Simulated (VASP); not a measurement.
Calculation: LDA (Ceperley-Alder, Perdew-Zunger), VASP's LDA PAW potentials (set 64) (plane waves; VASP).

VASP ran on this input.

### INCAR
```
SYSTEM = La
PREC = Accurate; ENCUT = 520; LREAL = .FALSE.
LASPH = .TRUE.
EDIFF = 1E-7; NELM = 100; ALGO = Normal
LMAXMIX = 6
ISMEAR = 1; SIGMA = 0.1
IBRION = 2; NSW = 30; ISIF = 4
EDIFFG = -0.01
LWAVE = .FALSE.; LCHARG = .FALSE.
```

File POSCAR:
```
La
1
    1.8097847758    -3.1346393783     0.0000000000
    1.8097847758     3.1346393783     0.0000000000
    0.0000000000     0.0000000000    11.6389263103
La
4
Direct
  0.0000000000   0.0000000000   0.5000000000
  0.0000000000   0.0000000000   0.0000000000
  0.3333330000   0.6666670000   0.2500000000
  0.6666670000   0.3333330000   0.7500000000
```

**KPOINTS**
```
Automatic
0
Gamma
10 10 3
```

POTCAR, in this order: La (LDA.64 set). Program: vasp_std.

The run wrote:

### OSZICAR
```
       N       E                     dE             d eps       ncg     rms          rms(c)
DAV:   1     0.556814337742E+03    0.55681E+03   -0.14897E+04  1464   0.239E+03
DAV:   2     0.110901783681E+03   -0.44591E+03   -0.44079E+03  2184   0.458E+02
DAV:   3    -0.489586989205E+01   -0.11580E+03   -0.11486E+03  2676   0.281E+02
DAV:   4    -0.198320224511E+02   -0.14936E+02   -0.14675E+02  2686   0.101E+02
DAV:   5    -0.220965062509E+02   -0.22645E+01   -0.22133E+01  2856   0.340E+01    0.564E+00
DAV:   6    -0.223020787662E+02   -0.20557E+00   -0.31657E+00  2800   0.130E+01    0.280E+00
DAV:   7    -0.222959640006E+02    0.61148E-02   -0.49806E-01  2864   0.459E+00    0.673E-01
DAV:   8    -0.222998355217E+02   -0.38715E-02   -0.81903E-02  2824   0.180E+00    0.230E-01
DAV:   9    -0.223006386041E+02   -0.80308E-03   -0.16844E-02  2784   0.837E-01    0.204E-01
DAV:  10    -0.223008406728E+02   -0.20207E-03   -0.27308E-03  2648   0.359E-01    0.402E-02
DAV:  11    -0.223008631456E+02   -0.22473E-04   -0.33530E-04  2856   0.114E-01    0.305E-02
DAV:  12    -0.223008582874E+02    0.48582E-05   -0.74458E-05  2576   0.615E-02    0.117E-02
DAV:  13    -0.223008580753E+02    0.21207E-06   -0.18251E-05  2688   0.274E-02    0.680E-03
DAV:  14    -0.223008581644E+02   -0.89062E-07   -0.55342E-06  2568   0.199E-02    0.330E-03
DAV:  15    -0.223008581841E+02   -0.19790E-07   -0.69204E-07  1560   0.671E-03
   1 F= -.22300858E+02 E0= -.22299675E+02  d E =-.223009E+02
       N       E                     dE             d eps       ncg     rms          rms(c)
DAV:   1    -0.223042975800E+02   -0.34394E-02   -0.23443E-01  2200   0.875E+00    0.241E-01
DAV:   2    -0.223022821010E+02    0.20155E-02   -0.81460E-03  2568   0.103E+00    0.125E-01
DAV:   3    -0.223015907305E+02    0.69137E-03   -0.36761E-03  2664   0.590E-01    0.317E-02
DAV:   4    -0.223015892453E+02    0.14852E-05   -0.23751E-04  2560   0.137E-01    0.193E-02
DAV:   5    -0.223015882711E+02    0.97417E-06   -0.19112E-05  2816   0.410E-02    0.111E-02
DAV:   6    -0.223015883699E+02   -0.98833E-07   -0.29470E-06  2392   0.127E-02    0.101E-03
DAV:   7    -0.223015883805E+02   -0.10572E-07   -0.45034E-07  1544   0.681E-03
   2 F= -.22301588E+02 E0= -.22300415E+02  d E =-.730196E-03
       N       E                     dE             d eps       ncg     rms          rms(c)
DAV:   1    -0.223100061749E+02   -0.84178E-02   -0.69312E-01  2092   0.151E+01    0.412E-01
DAV:   2    -0.223041746008E+02    0.58316E-02   -0.24128E-02  2548   0.176E+00    0.216E-01
DAV:   3    -0.223021379019E+02    0.20367E-02   -0.10771E-02  2656   0.101E+00    0.538E-02
DAV:   4    -0.223021362487E+02    0.16532E-05   -0.64452E-04  2568   0.234E-01    0.324E-02
DAV:   5    -0.223021347224E+02    0.15263E-05   -0.52789E-05  2840   0.657E-02    0.173E-02
DAV:   6    -0.223021346438E+02    0.78650E-07   -0.10290E-05  2648   0.233E-02    0.170E-03
DAV:   7    -0.223021347460E+02   -0.10226E-06   -0.13135E-06  2128   0.942E-03    0.138E-03
DAV:   8    -0.223021347317E+02    0.14384E-07   -0.13473E-07  1256   0.583E-03
   3 F= -.22302135E+02 E0= -.22301111E+02  d E =-.127655E-02
```

File OUTCAR:
```
------------------------ aborting loop because EDIFF is reached ----------------------------------------
  FORCE on cell =-STRESS in cart. coord.  units (eV):
  Direction    XX          YY          ZZ          XY          YZ          ZX
  --------------------------------------------------------------------------------------
  Total       -0.5549965     -0.5549966     -0.5759767      0.0000000      0.0000000      0.0000000
  in kB       -6.7335395     -6.7335403     -6.9880837      0.0000000      0.0000000      0.0000000
  external PRESSURE =      -6.8183878 kB  Pullay stress =       0.0000000 kB
  volume of cell :      132.06
      direct lattice vectors                 reciprocal lattice vectors
     1.816357444 -3.146023569  0.000000000     0.275276214 -0.158930786  0.000000000
     1.816357444  3.146023569  0.000000000     0.275276214  0.158930786  0.000000000
    -0.000000000  0.000000000 11.554845527     0.000000000  0.000000000  0.086543779
 POSITION                                       TOTAL-FORCE (eV/Angst)
 -----------------------------------------------------------------------------------
     -0.00000      0.00000      5.77742         0.000000     -0.000000     -0.000000
      0.00000      0.00000      0.00000         0.000000     -0.000000     -0.000000
      1.81636      1.04868      2.88871        -0.000000     -0.000000     -0.000000
      1.81636     -1.04868      8.66613        -0.000000      0.000000      0.000000
 -----------------------------------------------------------------------------------
    total drift:                                0.000000      0.000000      0.000000
  FREE ENERGIE OF THE ION-ELECTRON SYSTEM (eV)
  ---------------------------------------------------
  free  energy   TOTEN  =       -22.3021347317 eV

  energy  without entropy=      -22.2990634593  energy(sigma->0) =      -22.30111097

 reached required accuracy - stopping structural energy minimisation
```
(Selected blocks of OUTCAR.)

### CONTCAR
```
La
   1.00000000000000
     1.8163574444914006   -3.1460235693143503    0.0000000000000000
     1.8163574444914006    3.1460235693143503    0.0000000000000000
    -0.0000000000000000    0.0000000000000000   11.5548455274495883
  La
     4
Direct
     0.0000000000000000    0.0000000000000000    0.5000000000000000
     0.0000000000000000    0.0000000000000000    0.0000000000000000
     0.3333330000000032    0.6666669999999968    0.2500000000000000
     0.6666669999999968    0.3333330000000032    0.7500000000000000
```

The compound is La in the dhcp structure. This cell is one point of a volume scan, at 1.03 of the reference volume. Symmetry was kept, so distortions that lower it aren't found.
